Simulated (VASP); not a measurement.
OSZICAR of a VASP run on Hg (relaxed from the bcc structure, space group Im-3m):

**OSZICAR**
```
       N       E                     dE             d eps       ncg     rms          rms(c)
DAV:   1     0.169648869281E+01    0.16965E+01   -0.59276E+03  2712   0.938E+02
DAV:   2    -0.524514397325E+02   -0.54148E+02   -0.51406E+02  2482   0.219E+02
DAV:   3    -0.533075334421E+02   -0.85609E+00   -0.85592E+00  2734   0.324E+01
DAV:   4    -0.533083157135E+02   -0.78227E-03   -0.78271E-03  2654   0.967E-01
DAV:   5    -0.533083171490E+02   -0.14355E-05   -0.14360E-05  2730   0.403E-02    0.233E+00
DAV:   6    -0.492341940709E+02    0.40741E+01   -0.27980E+00  2498   0.221E+01    0.462E+00
DAV:   7    -0.493571634659E+02   -0.12297E+00   -0.94779E-02  2624   0.414E+00    0.270E+00
DAV:   8    -0.493500908603E+02    0.70726E-02   -0.99072E-02  2422   0.373E+00    0.301E-01
DAV:   9    -0.492607949005E+02    0.89296E-01   -0.14204E-01  2420   0.295E+00    0.243E-01
DAV:  10    -0.493131813715E+02   -0.52386E-01   -0.15045E-02  2400   0.113E+00    0.265E-01
DAV:  11    -0.493636533352E+02   -0.50472E-01   -0.36773E-02  2420   0.160E+00    0.171E-01
DAV:  12    -0.493643157317E+02   -0.66240E-03   -0.13144E-03  2516   0.366E-01    0.212E-02
DAV:  13    -0.493642873675E+02    0.28364E-04   -0.43270E-05  2600   0.644E-02    0.149E-02
DAV:  14    -0.493643904947E+02   -0.10313E-03   -0.83552E-05  2470   0.779E-02    0.749E-03
DAV:  15    -0.493643763325E+02    0.14162E-04   -0.16055E-05  2460   0.349E-02    0.329E-03
DAV:  16    -0.493643900916E+02   -0.13759E-04   -0.38444E-06  2470   0.214E-02    0.214E-03
DAV:  17    -0.493643894325E+02    0.65912E-06   -0.43602E-07  2526   0.788E-03    0.225E-03
DAV:  18    -0.493643900703E+02   -0.63778E-06   -0.42704E-08  1496   0.263E-03    0.146E-03
DAV:  19    -0.493643904753E+02   -0.40499E-06   -0.49295E-08  1308   0.281E-03    0.630E-04
DAV:  20    -0.493643900012E+02    0.47411E-06   -0.27213E-08  1210   0.184E-03    0.191E-04
DAV:  21    -0.493643898915E+02    0.10970E-06   -0.14733E-09  1212   0.446E-04    0.982E-05
DAV:  22    -0.493643899023E+02   -0.10872E-07   -0.42873E-10  1206   0.226E-04
   1 F= -.49364390E+02 E0= -.49364390E+02  d E =0.000000E+00
       N       E                     dE             ncg
```

Problem. Which electronic solver shows in the log?

Solution. It is blocked Davidson (ALGO = Normal, or the opening steps of other solvers). The INCAR had ALGO = Normal.

Problem. Can the final energy be trusted as converged?

Solution. Self-consistency was reached. It stopped with EDIFF = 1E-7, NELM = 100 (r2SCAN meta-GGA, plane waves, VASP's PBE PAW potentials (set 64)).

The structure was generated: Hg was put into the bcc type (Im-3m), which need not be its known phase. It was relaxed first, which changed the volume by +15 %.
